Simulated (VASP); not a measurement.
```
CELL_PARAMETERS angstrom
      2.93632     0.00000     0.00000
      0.00000     2.93632     0.00000
      0.00000     0.00000     2.93632
ATOMIC_POSITIONS crystal
  Ti 0.00000 0.00000 0.00000
  Co 0.50000 0.50000 0.50000
```

All values below come from vdW-DF-cx, VASP's PBE PAW potentials (set 64) (plane waves; VASP). Run with 520 eV cut-off, Gaussian smearing of 0.050 eV, potentials Ti_sv Co.

Question: Give the energies of bands 5 to 13 at the high-symmetry points, in eV from the Fermi level.

Answer: 
```csv
band,Γ,X,M,R
5,-7.84,-4.17,-4.61,-2.55
6,-4.03,-3.85,-3.95,-2.55
7,-4.03,-2.53,-2.57,-2.55
8,-1.56,-1.64,-2.57,-2.25
9,-1.56,-1.64,-0.64,-2.25
10,-1.56,-1.11,-0.16,-2.25
11,0.80,-0.89,0.74,-0.60
12,0.80,0.15,0.74,-0.60
13,2.86,0.63,1.27,3.29
```

It has no gap at this level: it comes out as a metal or semimetal.

The compound is TiCo in the CsCl type structure. It was relaxed first, which changed the volume by -5 %. The run is not spin-polarised, so no magnetic state was tried. The electron count is odd and the run is not spin-polarised, which forces a metal.
